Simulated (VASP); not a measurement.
A run of VASP 6.6.1:

Contents of INCAR:

```
SYSTEM = Si3Ge4S14
  ALGO = Normal
  EDIFF = 1E-7
  ENCUT = 520
  GGA = PE
  ISIF = 2
  ISMEAR = -1
  ISYM = 0
  IVDW = 12
  LASPH = .TRUE.
  LCHARG = .FALSE.
  LREAL = Auto
  LWAVE = .FALSE.
  NBANDS = 92
  NELM = 100
  PREC = Accurate
  SIGMA = 0.05
```

Contents of KPOINTS:

```
Automatic mesh
0
Gamma
  1 1 1
  0.25 0.25 0.25
```

The input POSCAR:

```
Si3Ge4S14
1.0
    8.0188790000      0.2111490000     -0.3179740000
    0.2111490000      8.0318190000     -0.0335780000
   -0.3179740000     -0.0335780000      8.3953550000
Si S Ge
3 14 4
Direct
    0.7726262139      0.5098213677      0.6489725366
    0.0050414342      0.7619098839      0.9082665897
    0.1721251317      0.3175476585      0.1219359910
    0.5396053452      0.9068161819      0.2847569333
    0.7906252808      0.5835192491      0.8917960816
    0.1847688835      0.2498888813      0.8959446587
    0.7679807841      0.8692090146      0.1824067264
    0.2672936188      0.5569703274      0.1623872214
    0.5148991300      0.4925046526      0.5640199678
    0.5775762592      0.0972595646      0.8302420821
    0.7006221772      0.2911211352      0.2640102654
    0.1979519339      0.1685626640      0.3304592320
    0.8163598096      0.1014006607      0.7559208664
    0.4043345314      0.0632107801      0.6317641553
    0.2627358732      0.7019771605      0.8153526761
    0.9056803815      0.8727277789      0.6707088940
    0.9882252827      0.4658004574      0.5504420711
    0.5003325154      0.1646376674      0.3837231344
    0.3143792641      0.7500089803      0.5495635662
    0.8571575447      0.1125114617      0.1159287157
    0.4313801960      0.4818865536      0.9343639993
```

Potentials or basis: VASP PAW PBE potentials, release 64 (Si, S, Ge_d).

Launch:

```bash
$ cat potpaw_PBE.64/Si/POTCAR potpaw_PBE.64/S/POTCAR potpaw_PBE.64/Ge_d/POTCAR > POTCAR
$ mpirun -np 1 vasp_std > vasp.out
```

Hardware: 1 thread of Intel(R) Xeon(R) Platinum 8259CL CPU @ 2.50GHz (Skylake/Cascade Lake), on a shared host.

Q: How long does it take, and how much memory?

A: It took 98 s on 1 thread of Intel(R) Xeon(R) Platinum 8259CL CPU @ 2.50GHz (Skylake/Cascade Lake), on a shared host, peak memory 0.49 GiB. Counts: scf iterations 18, k points 1.
